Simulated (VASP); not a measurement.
Input for VASP

### INCAR
```
SYSTEM = MnO2
PREC = Accurate; ENCUT = 620; LREAL = F
LASPH = T
EDIFF = 1E-6; NELM = 100; ALGO = Normal
LMAXMIX = 4
ISMEAR = 1; SIGMA = 0.1
GGA = PE
MAGMOM = 2.5 -2.5 -0.0 0.0 0.0 -0.0
ISPIN = 2
IBRION = 2; NSW = 40; ISIF = 3
EDIFFG = -0.02
LWAVE = F; LCHARG = F; LORBIT = 10
```

**POSCAR**
```
MnO2
1
    4.4278492796     0.0000000000     0.0000000000
    0.0000000000     4.4278492796     0.0000000000
    0.0000000000     0.0000000000     2.8730709702
Mn O
2 4
Direct
  0.0000000000   0.0000000000   0.0000000000
  0.5000000000   0.5000000000   0.5000000000
  0.3042856136   0.3042856136   0.0000000000
  0.8042856136   0.1957143864   0.5000000000
  0.1957143864   0.8042856136   0.5000000000
  0.6957143864   0.6957143864   0.0000000000
```

**KPOINTS**
```
Regular mesh
0
Gamma
  7 7 11
0 0 0
```

POTCAR, in this order: Mn_pv O (PBE.64 set). Program: vasp_std.

Task: Translate this PBE calculation to Ansatz.

Result: One equivalent input (not run):
Ansatz 0.2 input:
```yaml
crystal:
  lattice:
    - [4.4278493, 0.0000000, 0.0000000]
    - [0.0000000, 4.4278493, 0.0000000]
    - [0.0000000, 0.0000000, 2.8730710]
  atoms:
    - { symbol: Mn, position: [0.0000000, 0.0000000, 0.0000000], spin: 2.5 }
    - { symbol: Mn, position: [0.5000000, 0.5000000, 0.5000000], spin: -2.5 }
    - { symbol: O, position: [0.3042856, 0.3042856, 0.0000000] }
    - { symbol: O, position: [0.8042856, 0.1957144, 0.5000000] }
    - { symbol: O, position: [0.1957144, 0.8042856, 0.5000000] }
    - { symbol: O, position: [0.6957144, 0.6957144, 0.0000000] }
kpoints:
  mp_grid: { grid: [7, 7, 11] }
hamiltonian:
  xc: pbe
  pseudopotentials: { kind: paw }
magnetization: { spin_polarized: true }
scf:
  occupations: { method: methfessel_paxton, width: 0.1 }
  max_iter: 100
relax:
  max_steps: 40
  f_tol: 0.02
  cell: {}
output: { forces: true, stress: true, eigenvalues: true }
```
What does not carry over: each code has its own PAW files, so the cut-off isn't converted (ENCUT is set for VASP's; basis.ecutwfc is left out, and Ansatz then takes the one that its files recommend); Ansatz stops its SCF on the density residual and VASP on the energy change (EDIFF).

The compound is MnO2 in the rutile structure. It was relaxed first.
